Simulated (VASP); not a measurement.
# PtS2 (P-3m1) in VASP: further runs, part 2 of 2

VASP 6.6.1. Earlier steps stand in the parts before.

## (3) Relaxation of cell and atoms, PBE+D3(BJ)

This run uses another cell than the first one, of 17.30 Å³/atom, 0.948 times its volume.

Input file INCAR:

```
PREC = Accurate
ENCUT = 600
EDIFF = 1E-7
ISMEAR = 0
SIGMA = 0.03
LREAL = False
LASPH = True
NELM = 80
ALGO = Normal
ISIF = 3
LWAVE = False
LCHARG = False
GGA = PE
IVDW = 12
IBRION = 2
NSW = 90
EDIFFG = -0.005
```

Input file KPOINTS:

```
Automatic mesh
0
Gamma
  9 9 5
```

Input file POSCAR:

```
PtS2                                    
1.0
    3.5785957104      0.0000000000     -0.0000000000
   -1.7892978552      3.0991547951     -0.0000000000
   -0.0000000000     -0.0000000000      4.6806846612
  Pt              S             
     1     2
Direct
     0.0000000000000000    0.0000000000000000    0.0000000000000000
     0.3333333332999970    0.6666666667000030    0.2575685177010829
     0.6666666667000030    0.3333333332999970    0.7424314822989172
```

Potentials or basis: VASP PAW PBE potentials, release 64 (Pt, S).

On the command line:

```console
$ cat potpaw_PBE.64/Pt/POTCAR potpaw_PBE.64/S/POTCAR > POTCAR
$ mpirun -np 1 vasp_std > vasp.out
```

OUTCAR:

```text
PREC = Accurate
   ENCUT = 600
   EDIFF = 1E-7
   ISMEAR = 0
   LREAL = False
   LASPH = True
   NELM = 80
   ISIF = 3
   GGA = PE
   IVDW = 12
   IBRION = 2
   NSW = 90
   EDIFFG = -0.005
 IVDW          = 12

 ion  position               nearest neighbor table
   1  0.000  0.000  0.000-   2 2.39   3 2.39   3 2.39   2 2.39   3 2.39   2 2.39
   2  0.333  0.667  0.258-   1 2.39   1 2.39   1 2.39
   3  0.667  0.333  0.742-   1 2.39   1 2.39   1 2.39

  LATTYP: Found a hexagonal cell.
 ALAT       =     3.5785957104
 C/A-ratio  =     1.3079668786

  Lattice vectors:

 A1 = (   3.5785957104,   0.0000000000,   0.0000000000)
 A2 = (  -1.7892978552,   3.0991547951,   0.0000000000)
 A3 = (   0.0000000000,   0.0000000000,   4.6806846612)

Analysis of symmetry for initial positions (statically):
=====================================================================
 Subroutine PRICEL returns:
 Original cell was already a primitive cell.

 Routine SETGRP: Setting up the symmetry group for a
 hexagonal supercell.

 Subroutine GETGRP returns: Found 12 space group operations
 (whereof 12 operations were pure point group operations)
[... 188 lines left out ...]
     11       7.9629      1.99966
     12       9.1400      0.00000
     13       9.1400      0.00000
     14      11.5956      0.00000
[... 401 lines left out ...]
      2      -5.3185      2.00000
      3       0.7310      2.00000
      4       1.2550      2.00000
      5       1.8359      2.00000
      6       2.4838      2.00000
      7       3.2475      2.00000
      8       4.3664      2.00000
      9       5.5032      2.00000
     10       5.8746      2.00000
     11       7.0885      2.00000
     12       8.3636      0.00000
     13       9.1505      0.00000
     14      12.8345      0.00000
     15      14.4812      0.00000

 [... further k-points ...]

------------------------ aborting loop because EDIFF is reached ----------------------------------------

 Edisp (eV)   -1.35198

 E8    (eV) :    -0.5427

  FORCE on cell =-STRESS in cart. coord.  units (eV):
  Direction    XX          YY          ZZ          XY          YZ          ZX
  --------------------------------------------------------------------------------------
  -------------------------------------------------------------------------------------
  Total      -0.00158    -0.00158     0.00148     0.00000     0.00000     0.00000
  in kB      -0.04882    -0.04882     0.04557     0.00000     0.00000     0.00000
  external pressure =       -0.02 kB  Pullay stress =        0.00 kB

 VOLUME and BASIS-vectors are now :
 -----------------------------------------------------------------------------
  energy-cutoff  :      600.00
  volume of cell :       51.91
      direct lattice vectors                 reciprocal lattice vectors
     3.578595710  0.000000000  0.000000000     0.279439222  0.161334310  0.000000000
    -1.789297855  3.099154795  0.000000000     0.000000000  0.322668620  0.000000000
     0.000000000  0.000000000  4.680684661     0.000000000  0.000000000  0.213643959

 POSITION                                       TOTAL-FORCE (eV/Angst)
 -----------------------------------------------------------------------------------
      0.00000      0.00000      0.00000         0.000000      0.000000      0.000000
     -0.00000      2.06610      1.20560         0.000000     -0.000000      0.003382
      1.78930      1.03305      3.47509        -0.000000      0.000000     -0.003382
 -----------------------------------------------------------------------------------
    total drift:                                0.000000     -0.000000      0.000000

  FREE ENERGIE OF THE ION-ELECTRON SYSTEM (eV)
  ---------------------------------------------------
  free  energy   TOTEN  =       -16.6710093434 eV

  energy  without entropy=      -16.6710091966  energy(sigma->0) =      -16.67100927

 reached required accuracy - stopping structural energy minimisation
```

OSZICAR:

```text
N       E                     dE             d eps       ncg     rms          rms(c)
DAV:   1     0.126185623892E+03    0.12619E+03   -0.11559E+04  1508   0.148E+03
DAV:   2    -0.108253431423E+02   -0.13701E+03   -0.13425E+03  1885   0.264E+02
DAV:   3    -0.165571561956E+02   -0.57318E+01   -0.56828E+01  1857   0.574E+01
DAV:   4    -0.166187838305E+02   -0.61628E-01   -0.61604E-01  1885   0.663E+00
DAV:   5    -0.166197677218E+02   -0.98389E-03   -0.98386E-03  1962   0.810E-01    0.181E+01
DAV:   6    -0.155870949837E+02    0.10327E+01   -0.79234E+00  1521   0.289E+01    0.125E+01
DAV:   7    -0.153352673484E+02    0.25183E+00   -0.14264E+00  1542   0.132E+01    0.585E+00
DAV:   8    -0.153234576928E+02    0.11810E-01   -0.88055E-02  1759   0.224E+00    0.139E+00
DAV:   9    -0.153188122701E+02    0.46454E-02   -0.13645E-02  1780   0.132E+00    0.266E-01
DAV:  10    -0.153189707089E+02   -0.15844E-03   -0.18954E-03  1843   0.318E-01    0.959E-02
DAV:  11    -0.153190226960E+02   -0.51987E-04   -0.70156E-05  1836   0.725E-02    0.446E-02
DAV:  12    -0.153190241178E+02   -0.14218E-05   -0.10215E-05  1892   0.332E-02    0.106E-02
DAV:  13    -0.153190252839E+02   -0.11661E-05   -0.11354E-06  1801   0.900E-03    0.443E-03
DAV:  14    -0.153190253558E+02   -0.71950E-07   -0.18452E-07  1589   0.381E-03
   1 F= -.16671009E+02 E0= -.16671009E+02  d E =-.166710E+02
```

CONTCAR:

```text
PtS2
   1.00000000000000
     3.5785957104000001    0.0000000000000000    0.0000000000000000
    -1.7892978552000001    3.0991547951000000    0.0000000000000000
     0.0000000000000000    0.0000000000000000    4.6806846611999999
  Pt              S
     1     2
Direct
     0.0000000000000000    0.0000000000000000    0.0000000000000000
     0.3333333332999970    0.6666666667000030    0.2575685177010811
     0.6666666667000030    0.3333333332999970    0.7424314822989189

  0.00000000E+00  0.00000000E+00  0.00000000E+00
  0.00000000E+00  0.00000000E+00  0.00000000E+00
  0.00000000E+00  0.00000000E+00  0.00000000E+00
```

Wall time 65 s (1 thread of Intel Xeon Platinum 8375C at 2.90GHz (Ice Lake), shared host); peak memory 0.21 GiB.

Results:

* Free energy: -16.6710 eV
* Pressure after relaxing: 0.0 GPa
* Largest force after relaxing: 0.003 eV/Å
* Band gap on the k mesh: 0.17 eV, indirect (least direct gap 0.94 eV)
* Dispersion energy per atom: -0.451 eV

Forces on the atoms (eV/Å):
```
Pt   0.000  0.000  0.000
S    0.000  0.000  0.003
S    0.000  0.000 -0.003
```

Final structure:
```
Pt S
1.0
     3.57860    0.00000    0.00000
    -1.78930    3.09915    0.00000
     0.00000    0.00000    4.68068
Pt S
1 2
Cartesian
  0.0000 0.0000 0.0000
  0.0000 2.0661 1.2056
  1.7893 1.0331 3.4751
```

Levels at points of the mesh, in eV from the valence-band top:
```csv
k point,band 9,band 10,band 11,band 12,band 13,band 14
"(0.00, 0.00, 0.00)",-1.62,-1.62,0.00,1.18,1.18,3.63
```

Caveat: the relaxation stopped at its first step, so nothing moved; spin-orbit coupling is left out, which moves the levels of the heavy elements; an odd mesh through Γ misses points on the zone boundary, where band edges often lie.
